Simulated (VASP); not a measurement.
Wanted: the native input for a VASP 6.6.1 run.

* Task: relaxation of cell and atoms
* Functional: PBE
* Potentials or basis: VASP PAW PBE potentials, release 64 (Sr_sv, Zr_sv, O)
* Cutoff: 520 eV
* k mesh: 4 × 4 × 4
* Occupations: gaussian, width 0.15 eV
* Spin: no spin polarisation
* Further INCAR settings: PREC = Normal; ALGO = Fast; EDIFF = 0.0001; IBRION = 2; EDIFFG = -0.08; NSW = 24; ISIF = 3

The structure of SrZr2O3 lies in POSCAR:

```
SrZr2O3
1.0
   -2.4810586200      2.4810586200      4.2896802100
    2.4810586200     -2.4810586200      4.2896802100
    2.4810586200      2.4810586200     -4.2896802100
Sr Zr O
1 2 3
Direct
    0.5000000000      0.5000000000      0.0000000000
    0.5000000000      0.0000000000      0.5000000000
    0.0000000000      0.5000000000      0.5000000000
    0.7293983300      0.7293983300      0.0000000000
    0.2706016700      0.2706016700      0.0000000000
    0.0000000000      0.0000000000      0.0000000000
```

The cell was built by a generator and needn't be a form met in nature.

One way to write it, as run:

INCAR

```
ALGO     = Fast           # electronic algorithm
EDIFF    = 1E-4           # SCF threshold, eV
EDIFFG   = -0.08          # ionic threshold
ENCUT    = 520            # plane-wave cutoff, eV
GGA      = PE             # functional
IBRION   = 2              # ionic algorithm
ISIF     = 3              # what is computed and relaxed
ISMEAR   = 0              # smearing method
LASPH    = True           # aspherical terms in the spheres
LCHARG   = False          # write CHGCAR
LREAL    = False          # projectors in reciprocal space
LWAVE    = False          # write WAVECAR
NELM     = 60             # most SCF steps
NSW      = 24             # ionic steps
PREC     = Normal         # precision mode
SIGMA    = 0.15           # smearing width, eV
```

KPOINTS

```
k-points
0
Gamma
  4 4 4
```

Potentials or basis: VASP PAW PBE potentials, release 64 (Sr_sv, Zr_sv, O).

Run with:

```sh
$ cat potpaw_PBE.64/Sr_sv/POTCAR potpaw_PBE.64/Zr_sv/POTCAR potpaw_PBE.64/O/POTCAR > POTCAR
$ mpirun -np 1 vasp_std > vasp.out
```

Results of the run:

```
Relaxed volume                         : 18.71 Å³/atom
Relaxed cell                           : a = 5.767 Å, b = 5.767 Å, c = 5.767 Å, α = 129.18°, β = 129.18°, γ = 74.72°
Space group after relaxing (to 0.05 Å) : I4/mmm (No. 139)
Energy gained by relaxing              : 130.8 meV/atom
Ionic steps                            : 6
Pressure after relaxing                : 0.1 GPa
Largest force after relaxing           : 0.078 eV/Å
Band gap on the k mesh                 : none (metal or under the smearing width)
```

Caveat: the k mesh is coarse (spacing up to 0.45 Å⁻¹), so the values aren't converged; the relaxation stopped at a loose force limit of 0.08 eV/Å, so its end isn't a converged minimum.

It took 91 s on 1 thread of Intel(R) Xeon(R) 6975P-C (Granite Rapids) (shared host), peak memory 0.21 GiB.
